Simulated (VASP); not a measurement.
Ti (hcp) is relaxed at rising pressure, each step from the one before. Symmetry mostly holds the structure type, and other phases were not tried. The mesh follows the cell, and a change of mesh leaves a small step in the series.

```xyz
2
Lattice="1.4481 -2.5082 0.0000 1.4481 2.5082 0.0000 0.0000 0.0000 4.5919" Properties=species:S:1:pos:R:3 pbc="T T T"
Ti     1.4481     0.8361     1.1480
Ti     1.4481    -0.8361     3.4439
```

Level of theory: PBEsol GGA, VASP's PBE PAW potentials (set 64) (plane waves; VASP). Run with 500 eV cut-off, 14×14×8 Γ-centred mesh, first-order Methfessel-Paxton smearing of 0.10 eV, potentials Ti_sv.

```json
[
 {"P (GPa)": "0", "V (Å³/atom)": "16.68", "H − H(0) (eV/atom)": "0.000", "space group": "P6_3/mmc", "gap on the mesh (eV)": "0.00", "k-mesh": "14×14×8"},
 {"P (GPa)": "5", "V (Å³/atom)": "16.02", "H − H(0) (eV/atom)": "0.511", "space group": "P6_3/mmc", "gap on the mesh (eV)": "0.00", "k-mesh": "15×15×8"},
 {"P (GPa)": "10", "V (Å³/atom)": "15.49", "H − H(0) (eV/atom)": "1.003", "space group": "P6_3/mmc", "gap on the mesh (eV)": "0.00", "k-mesh": "15×15×8"},
 {"P (GPa)": "20", "V (Å³/atom)": "14.57", "H − H(0) (eV/atom)": "1.941", "space group": "P6_3/mmc", "gap on the mesh (eV)": "0.00", "k-mesh": "15×15×8"},
 {"P (GPa)": "30", "V (Å³/atom)": "13.86", "H − H(0) (eV/atom)": "2.827", "space group": "P6_3/mmc", "gap on the mesh (eV)": "0.00", "k-mesh": "15×15×9"},
 {"P (GPa)": "45", "V (Å³/atom)": "12.99", "H − H(0) (eV/atom)": "4.083", "space group": "P6_3/mmc", "gap on the mesh (eV)": "0.00", "k-mesh": "16×16×9"}
]
```

Pressures at which the relaxation failed are left out.

The compound is Ti in the hcp structure.
